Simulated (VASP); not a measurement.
Computed with PBEsol GGA, VASP's PBE PAW potentials (set 64) (plane waves; VASP).

The input files of a VASP run:

**POSCAR**
```
PtAl
1
    0.0000000000     2.7756000000     2.7756000000
    2.7756000000     0.0000000000     2.7756000000
    2.7756000000     2.7756000000     0.0000000000
Pt Al
1 1
Direct
  0.0000000000   0.0000000000   0.0000000000
  0.5000000000   0.5000000000   0.5000000000
```

INCAR:
```
! general
SYSTEM  = PtAl
PREC    = Accurate
ENCUT   = 400   ! plane-wave cut-off (eV)
LREAL   = .False.   ! projection in real space or not
LASPH   = .True.   ! aspherical one-centre terms

! electronic loop
EDIFF   = 1E-6   ! SCF stop (eV)
NELM    = 100   ! most electronic steps
ALGO    = Normal
LMAXMIX = 6   ! l cut-off of mixed one-centre charges

! smearing
ISMEAR  = 1   ! Methfessel-Paxton
SIGMA   = 0.1

! functional
GGA     = PS

! ions
IBRION  = 2
NSW     = 60
ISIF    = 3
EDIFFG  = -0.01

! output
LWAVE   = .False.
LCHARG  = .False.
```

KPOINTS:
```
kpoints
0
gamma
10 10 10
0 0 0
```

POTCAR, in this order: Pt Al (PBE.64 set). Program: vasp_std.

Output of the run:

**OUTCAR**
```
 ion  position               nearest neighbor table
   1  0.000  0.000  0.000-   2 2.78   2 2.78   2 2.78   2 2.78   2 2.78   2 2.78
   2  0.500  0.500  0.500-   1 2.78   1 2.78   1 2.78   1 2.78   1 2.78   1 2.78
  LATTYP: Found a face centered cubic cell.
 ALAT       =     5.5512000000
 Subroutine PRICEL returns:
 Original cell was already a primitive cell.
 Subroutine GETGRP returns: Found 48 space group operations
The static configuration has the point symmetry O_h .
The dynamic configuration has the point symmetry O_h .
 Subroutine INISYM returns: Found 48 space group operations
 Subroutine IBZKPT returns following result:
 Found     47 irreducible k-points:

 Following reciprocal coordinates:
            Coordinates               Weight
  0.000000  0.000000  0.000000      1.000000
  0.100000  0.000000  0.000000      8.000000
  0.200000  0.000000  0.000000      8.000000
  0.300000  0.000000  0.000000      8.000000
  0.400000  0.000000  0.000000      8.000000
  0.500000  0.000000  0.000000      4.000000
  0.100000  0.100000  0.000000      6.000000
  0.200000  0.100000  0.000000     24.000000
  0.300000  0.100000  0.000000     24.000000
...
```

OSZICAR:
```
       N       E                     dE             d eps       ncg     rms          rms(c)
DAV:   1     0.308144610740E+02    0.30814E+02   -0.46839E+03  1020   0.839E+02
DAV:   2    -0.103169927060E+02   -0.41131E+02   -0.37736E+02  1170   0.154E+02
DAV:   3    -0.116116548153E+02   -0.12947E+01   -0.12773E+01  1114   0.257E+01
DAV:   4    -0.116213735015E+02   -0.97187E-02   -0.97136E-02  1032   0.262E+00
DAV:   5    -0.116214944122E+02   -0.12091E-03   -0.12091E-03  1058   0.317E-01    0.450E+00
DAV:   6    -0.113876916071E+02    0.23380E+00   -0.18482E+00  1004   0.107E+01    0.139E+00
DAV:   7    -0.113411707051E+02    0.46521E-01   -0.15096E-01   978   0.303E+00    0.941E-01
DAV:   8    -0.113232222516E+02    0.17948E-01   -0.31323E-02  1026   0.146E+00    0.208E-01
DAV:   9    -0.113231452479E+02    0.77004E-04   -0.59011E-04  1004   0.197E-01    0.118E-01
DAV:  10    -0.113231301320E+02    0.15116E-04   -0.23117E-05   998   0.475E-02    0.241E-02
DAV:  11    -0.113231304943E+02   -0.36230E-06   -0.56226E-06   976   0.168E-02
   1 F= -.11323130E+02 E0= -.11322926E+02  d E =-.113231E+02
       N       E                     dE             d eps       ncg     rms          rms(c)
DAV:   1    -0.387094637507E+02   -0.27386E+02   -0.48185E+02   986   0.228E+02    0.664E+01
DAV:   2    -0.120817679950E+02    0.26628E+02   -0.14101E+02   952   0.922E+01    0.209E+01
DAV:   3    -0.117602191234E+02    0.32155E+00   -0.21056E+00   994   0.162E+01    0.116E+01
DAV:   4    -0.116020308261E+02    0.15819E+00   -0.70225E-01   958   0.648E+00    0.114E+00
DAV:   5    -0.116014613030E+02    0.56952E-03   -0.19177E-02  1014   0.138E+00    0.833E-01
DAV:   6    -0.116043803196E+02   -0.29190E-02   -0.21128E-03   980   0.292E-01    0.147E-01
DAV:   7    -0.116044651286E+02   -0.84809E-04   -0.13183E-04  1020   0.109E-01    0.182E-02
DAV:   8    -0.116044634582E+02    0.16704E-05   -0.38737E-06   996   0.154E-02    0.958E-03
DAV:   9    -0.116044641859E+02   -0.72766E-06   -0.28322E-07   488   0.548E-03
   2 F= -.11604464E+02 E0= -.11604176E+02  d E =-.281334E+00
       N       E                     dE             d eps       ncg     rms          rms(c)
DAV:   1    -0.164320396520E+02   -0.48276E+01   -0.82573E+01   992   0.962E+01    0.147E+01
DAV:   2    -0.122274327531E+02    0.42046E+01   -0.21644E+01   968   0.449E+01    0.696E+00
DAV:   3    -0.121964122053E+02    0.31021E-01   -0.17919E-01   982   0.413E+00    0.421E+00
DAV:   4    -0.121758934599E+02    0.20519E-01   -0.70249E-02   976   0.149E+00    0.282E-01
DAV:   5    -0.121758143425E+02    0.79117E-04   -0.34375E-03   996   0.496E-01    0.998E-02
DAV:   6    -0.121756624382E+02    0.15190E-03   -0.25742E-04   996   0.161E-01    0.116E-01
DAV:   7    -0.121756955696E+02   -0.33131E-04   -0.29682E-05  1000   0.428E-02    0.860E-03
DAV:   8    -0.121756957655E+02   -0.19584E-06   -0.80768E-07   544   0.790E-03
   3 F= -.12175696E+02 E0= -.12175957E+02  d E =-.852565E+00
       N       E                     dE             d eps       ncg     rms          rms(c)
DAV:   1    -0.121803554004E+02   -0.46598E-02   -0.72962E-02   998   0.285E+00    0.412E-01
DAV:   2    -0.121764704575E+02    0.38849E-02   -0.26620E-02   984   0.144E+00    0.940E-02
DAV:   3    -0.121763805184E+02    0.89939E-04   -0.44611E-04   974   0.209E-01    0.395E-02
DAV:   4    -0.121763647906E+02    0.15728E-04   -0.64121E-05   988   0.463E-02    0.105E-02
DAV:   5    -0.121763657334E+02   -0.94278E-06   -0.46587E-06   978   0.191E-02
   4 F= -.12176366E+02 E0= -.12176618E+02  d E =-.853235E+00
       N       E                     dE             d eps       ncg     rms          rms(c)
DAV:   1    -0.121802926862E+02   -0.39279E-02   -0.76419E-02   998   0.292E+00    0.421E-01
DAV:   2    -0.121762436536E+02    0.40490E-02   -0.27538E-02   984   0.146E+00    0.954E-02
DAV:   3    -0.121761532967E+02    0.90357E-04   -0.44831E-04   980   0.210E-01    0.404E-02
DAV:   4    -0.121761371075E+02    0.16189E-04   -0.65627E-05   976   0.468E-02    0.109E-02
DAV:   5    -0.121761381272E+02   -0.10197E-05   -0.48122E-06   986   0.195E-02    0.580E-03
DAV:   6    -0.121761387075E+02   -0.58025E-06   -0.52783E-07   478   0.607E-03
   5 F= -.12176139E+02 E0= -.12176382E+02  d E =-.853008E+00
       N       E                     dE             d eps       ncg     rms          rms(c)
DAV:   1    -0.121857465970E+02   -0.96085E-02   -0.17675E-01   998   0.444E+00    0.626E-01
DAV:   2    -0.121763741127E+02    0.93725E-02   -0.63161E-02   984   0.223E+00    0.147E-01
DAV:   3    -0.121761644697E+02    0.20964E-03   -0.10040E-03   976   0.313E-01    0.667E-02
DAV:   4    -0.121761162187E+02    0.48251E-04   -0.15168E-04   986   0.712E-02    0.170E-02
DAV:   5    -0.121761169471E+02   -0.72841E-06   -0.10759E-05  1036   0.289E-02    0.884E-03
DAV:   6    -0.121761170409E+02   -0.93706E-07   -0.11970E-06   586   0.935E-03
   6 F= -.12176117E+02 E0= -.12176375E+02  d E =0.216666E-04
       N       E                     dE             d eps       ncg     rms          rms(c)
DAV:   1    -0.121789333643E+02   -0.28164E-02   -0.46531E-02   998   0.228E+00    0.328E-01
DAV:   2    -0.121764612233E+02    0.24721E-02   -0.16871E-02   984   0.114E+00    0.749E-02
DAV:   3    -0.121764050413E+02    0.56182E-04   -0.27881E-04   976   0.165E-01    0.317E-02
DAV:   4    -0.121763952849E+02    0.97564E-05   -0.40450E-05   986   0.368E-02    0.836E-03
DAV:   5    -0.121763959421E+02   -0.65720E-06   -0.28806E-06   772   0.152E-02
   7 F= -.12176396E+02 E0= -.12176646E+02  d E =-.257235E-03
```

OUTCAR:
```
------------------------ aborting loop because EDIFF is reached ----------------------------------------
  FORCE on cell =-STRESS in cart. coord.  units (eV):
  Direction    XX          YY          ZZ          XY          YZ          ZX
  --------------------------------------------------------------------------------------
  Total        0.0034796      0.0034796      0.0034796     -0.0000000     -0.0000000     -0.0000000
  in kB        0.1698554      0.1698554      0.1698554     -0.0000000     -0.0000000     -0.0000000
  external PRESSURE =       0.1698554 kB  Pullay stress =       0.0000000 kB
  volume of cell :       32.82
      direct lattice vectors                 reciprocal lattice vectors
     0.000000000  2.541227921  2.541227921    -0.196755276  0.196755276  0.196755276
     2.541227921 -0.000000000  2.541227921     0.196755276 -0.196755276  0.196755276
     2.541227921  2.541227921 -0.000000000     0.196755276  0.196755276 -0.196755276
 POSITION                                       TOTAL-FORCE (eV/Angst)
 -----------------------------------------------------------------------------------
      0.00000      0.00000      0.00000         0.000000      0.000000      0.000000
      2.54123      2.54123      2.54123        -0.000000      0.000000     -0.000000
 -----------------------------------------------------------------------------------
    total drift:                               -0.000000      0.000000      0.000000
  FREE ENERGIE OF THE ION-ELECTRON SYSTEM (eV)
  ---------------------------------------------------
  free  energy   TOTEN  =       -12.1763959421 eV

  energy  without entropy=      -12.1771465878  energy(sigma->0) =      -12.17664616

 reached required accuracy - stopping structural energy minimisation
```
(Selected blocks of OUTCAR.)

### CONTCAR
```
PtAl
   1.00000000000000
     0.0000000000000000    2.5412279205700794    2.5412279205700794
     2.5412279205700794   -0.0000000000000000    2.5412279205700794
     2.5412279205700794    2.5412279205700794   -0.0000000000000000
  Pt              Al
     1     1
Direct
     0.0000000000000000    0.0000000000000000    0.0000000000000000
     0.5000000000000000    0.5000000000000000    0.5000000000000000
```

Energy and stress use the plane-wave basis of the starting cell.

The structure was generated: PtAl was put into the rock salt type (Fm-3m), which need not be its known phase. This run relaxes it. Symmetry was kept, so distortions that lower it aren't found. The electron count is odd and the run is not spin-polarised, which forces a metal.
